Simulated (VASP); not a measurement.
Li3Tm: single point with PBE

Li3Tm:

```
Tm Li
1.0
     6.47455    0.00000    0.00000
    -3.23728    5.60713    0.00000
     0.00000    0.00000    5.01537
Tm Li
2 6
Direct
  0.33333 0.66667 0.75000
  0.66667 0.33333 0.25000
  0.15399 0.30798 0.25000
  0.69202 0.84601 0.25000
  0.15399 0.84601 0.25000
  0.84601 0.69202 0.75000
  0.30798 0.15399 0.75000
  0.84601 0.15399 0.75000
```

The cell comes from a database or a generator and needn't be the stable form of this composition.

| Property | Result |
| --- | --- |
| Program | VASP 6.6.1 |
| Task | single point |
| Functional | PBE |
| Potentials or basis | VASP PAW PBE potentials, release 64 (Tm_3, Li_sv), 4f in core |
| Cutoff | 600 eV |
| k mesh | 5 × 5 × 6 |
| Occupations | gaussian, width 0.05 eV |
| Spin | collinear spin, ferromagnetic start |
| Starting moments | [2.0, 2.0, 0.0, 0.0, 0.0, 0.0, 0.0, 0.0] μB |
| Further INCAR settings | ALGO = Normal; EDIFF = 1.00e-06 |

The pressure is -0.1 GPa. The largest force is 0.007 eV/Å and the band gap on the k mesh is none (metal or under the smearing width). The net moment is 0.95 μB per cell. The site moments are Tm +0.20; Li +0.01 μB. The valence electrons inside the program's atomic spheres are Tm 7.77; Li 2.09.

Forces on the atoms (eV/Å):
```
Tm   0.000  0.000  0.000
Tm   0.000  0.000  0.000
Li   0.000  0.007  0.000
Li  -0.006 -0.004  0.000
Li   0.006 -0.004  0.000
Li   0.000 -0.007  0.000
Li   0.006  0.004  0.000
Li  -0.006  0.004  0.000
```

Levels at points of the mesh, in eV from the Fermi level:
Spin up:
| k point | band 15 | band 16 | band 17 | band 18 | band 19 | band 20 | band 21 | band 22 |
| --- | --- | --- | --- | --- | --- | --- | --- | --- |
| (0.00, 0.00, 0.00) | -0.74 | -0.41 | -0.41 | -0.40 | -0.40 | 0.28 | 0.87 | 0.89 |
| (0.00, 0.00, 0.50) | -0.18 | -0.18 | -0.18 | -0.18 | 0.42 | 0.42 | 0.42 | 0.42 |
Spin down:
| k point | band 14 | band 15 | band 16 | band 17 | band 18 | band 19 | band 20 | band 21 | band 22 | band 23 |
| --- | --- | --- | --- | --- | --- | --- | --- | --- | --- | --- |
| (0.00, 0.00, 0.00) | -0.70 | -0.70 | -0.26 | -0.26 | -0.17 | -0.17 | 0.44 | 1.02 | 1.08 | 1.08 |
| (0.00, 0.00, 0.50) | -2.87 | 0.02 | 0.02 | 0.02 | 0.02 | 0.58 | 0.58 | 0.58 | 0.58 | 0.74 |

It took 3.5 min on 1 thread of Intel(R) Xeon(R) 6975P-C (Granite Rapids), on a shared host, peak memory 0.5 GiB.

Caveat: the cutoff is under 1.25 times the usual one of these potentials, so pressure, stress and relaxed cells hold a basis-set (Pulay) error; the magnetic or orbital state may not be the lowest; spin-orbit coupling is left out, which moves the levels of the heavy elements; the 4f electrons are frozen in the core as for a trivalent ion, so they carry no moment and show no levels. The state reached can hang on the start; a lower one may exist.
